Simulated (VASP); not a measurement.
```yaml
crystal:
  lattice:
    - [2.28000, -3.94908, 0.00000]
    - [2.28000, 3.94908, 0.00000]
    - [0.00000, 0.00000, 7.23000]
  atoms:
    - { symbol: Mg, position: [0.00000, 0.00000, 0.00000] }
    - { symbol: Mg, position: [0.33333, 0.66667, 0.63400] }
    - { symbol: Mg, position: [0.66667, 0.33333, 0.36600] }
    - { symbol: Sb, position: [0.33333, 0.66667, 0.22800] }
    - { symbol: Sb, position: [0.66667, 0.33333, 0.77200] }
```

The numbers are results of PBE GGA, VASP's PBE PAW potentials (set 64) (plane waves; VASP 6.6.1), not measurements. Run with 300 eV cut-off, 5×5×3 Γ-centred mesh, Fermi-Dirac smearing of 0.020 eV, potentials Mg Sb.

Problem. Predict the energy per atom (σ→0), pressure, largest force.

Solution. 
```yaml
energy per atom (σ→0): -2.915 eV/atom
pressure: 1.16 GPa
largest_force: 0.145 eV/Å
```

Only differences to runs with the same potentials and settings are physical.

The structure is a typed Mg3Sb2 crystal (P-3m1). The cell was not relaxed at this level.
